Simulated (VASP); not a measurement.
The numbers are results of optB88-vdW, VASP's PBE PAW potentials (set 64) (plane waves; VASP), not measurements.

VASP input:

**KPOINTS**
```
Automatic mesh
0
Gamma
10 10 10
0 0 0
```

### INCAR
```
# general
SYSTEM    =  NaF
PREC      =  Accurate
ENCUT     =  520   # plane-wave cut-off (eV)
LREAL     =  F
LASPH     =  T

# electronic loop
EDIFF     =  1E-7
NELM      =  100   # most electronic steps
ALGO      =  Normal   # blocked Davidson

# smearing
ISMEAR    =  0   # Gaussian
SIGMA     =  0.05   # width (eV)

# functional
GGA       =  BO
LUSE_VDW  =  T
AGGAC     =  0.0
PARAM1    =  0.1833333333
PARAM2    =  0.22

# ions
ISIF      =  2   # forces and stress, cell fixed

# output
LWAVE     =  F
LCHARG    =  F
```

POSCAR:
```
NaF
3.2390650
  0.0000000000   0.7071068827   0.7071068827
  0.7071068827   0.0000000000   0.7071068827
  0.7071068827   0.7071068827   0.0000000000
Na F
1 1
Cart
  0.7071068827   0.7071068827   1.4142137655
  0.7071068827   0.7071068827   0.7071068827
```

POTCAR, in this order: Na_pv F (PBE.64 set). Program: vasp_std.

The run wrote:

### OSZICAR
```
       N       E                     dE             d eps       ncg     rms          rms(c)
DAV:   1     0.118642931474E+03    0.11864E+03   -0.83497E+03  1040   0.157E+03
DAV:   2     0.831376839214E+00   -0.11781E+03   -0.10787E+03  1089   0.366E+02
DAV:   3    -0.563891601527E+01   -0.64703E+01   -0.64522E+01  1187   0.902E+01
DAV:   4    -0.570070931713E+01   -0.61793E-01   -0.61781E-01  1145   0.940E+00
DAV:   5    -0.570135857087E+01   -0.64925E-03   -0.64924E-03  1169   0.983E-01    0.567E+00
DAV:   6    -0.474024516370E+01    0.96111E+00   -0.41027E+00  1248   0.200E+01    0.180E+00
DAV:   7    -0.472683333641E+01    0.13412E-01   -0.33829E-02  1040   0.266E+00    0.102E+00
DAV:   8    -0.472163127913E+01    0.52021E-02   -0.24714E-02  1049   0.402E+00    0.118E-01
DAV:   9    -0.472218040933E+01   -0.54913E-03   -0.32452E-03  1178   0.631E-01    0.857E-02
DAV:  10    -0.472210235291E+01    0.78056E-04   -0.48939E-04  1076   0.334E-01    0.104E-02
DAV:  11    -0.472210048538E+01    0.18675E-05   -0.14411E-05  1139   0.608E-02    0.182E-03
DAV:  12    -0.472210043063E+01    0.54749E-07   -0.71800E-07  1136   0.124E-02
   1 F= -.47221004E+01 E0= -.47221004E+01  d E =-.145014E-13
```

### OUTCAR
```
------------------------ aborting loop because EDIFF is reached ----------------------------------------
  FORCE on cell =-STRESS in cart. coord.  units (eV):
  Direction    XX          YY          ZZ          XY          YZ          ZX
  --------------------------------------------------------------------------------------
  Total        0.2431758      0.2431758      0.2431758      0.0000000     -0.0000000      0.0000000
  in kB       16.2138744     16.2138744     16.2138744      0.0000000     -0.0000000      0.0000000
  external PRESSURE =      16.2138744 kB  Pullay stress =       0.0000000 kB
  volume of cell :       24.03
      direct lattice vectors                 reciprocal lattice vectors
     0.000000000  2.290365155  2.290365155    -0.218305801  0.218305801  0.218305801
     2.290365155  0.000000000  2.290365155     0.218305801 -0.218305801  0.218305801
     2.290365155  2.290365155  0.000000000     0.218305801  0.218305801 -0.218305801
  FREE ENERGIE OF THE ION-ELECTRON SYSTEM (eV)
  ---------------------------------------------------
  free  energy   TOTEN  =        -4.7221004306 eV

  energy  without entropy=       -4.7221004306  energy(sigma->0) =       -4.72210043
```
(Selected blocks of OUTCAR.)

File OUTCAR:
```
 val. band max:       -2.2391926714   @ k =   0.0000   0.0000   0.0000

 cond. band min:       4.3238223469   @ k =   0.0000   0.0000   0.0000


 Fermi energy:        -2.0019548019

 k-point     1 :       0.0000    0.0000    0.0000
  band No.  band energies     occupation
      1     -21.3353      2.00000
      2     -21.1782      2.00000
      3     -21.1782      2.00000
      4     -21.1782      2.00000
      5      -2.2392      2.00000
      6      -2.2392      2.00000
      7      -2.2392      2.00000
      8       4.3238      0.00000
      9      17.0118      0.00000
     10      17.0118      0.00000
     11      17.0119      0.00000

 k-point     2 :       0.1000    0.0000    0.0000
  band No.  band energies     occupation
      1     -21.5296      2.00000
      2     -21.1795      2.00000
      3     -21.1795      2.00000
      4     -20.9688      2.00000
      5      -2.4429      2.00000
      6      -2.2657      2.00000
      7      -2.2657      2.00000
      8       4.6877      0.00000
      9      15.7648      0.00000
     10      17.1758      0.00000
     11      17.1758      0.00000

 k-point     3 :       0.2000    0.0000    0.0000
  band No.  band energies     occupation
      1     -21.7491      2.00000
      2     -21.1828      2.00000
      3     -21.1827      2.00000
      4     -20.7104      2.00000
      5      -2.9135      2.00000
      6      -2.3344      2.00000
      7      -2.3344      2.00000
      8       5.6245      0.00000
      9      14.0104      0.00000
     10      17.5898      0.00000
     11      17.5899      0.00000

 k-point     4 :       0.3000    0.0000    0.0000
  band No.  band energies     occupation
      1     -21.9182      2.00000
      2     -21.1868      2.00000
      3     -21.1868      2.00000
      4     -20.4917      2.00000
      5      -3.4110      2.00000
      6      -2.4181      2.00000
      7      -2.4180      2.00000
      8       6.8491      0.00000
      9      12.5103      0.00000
...
```

The compound is NaF in the rock salt structure. This cell is one point of a volume scan, at 0.97 of the reference volume.
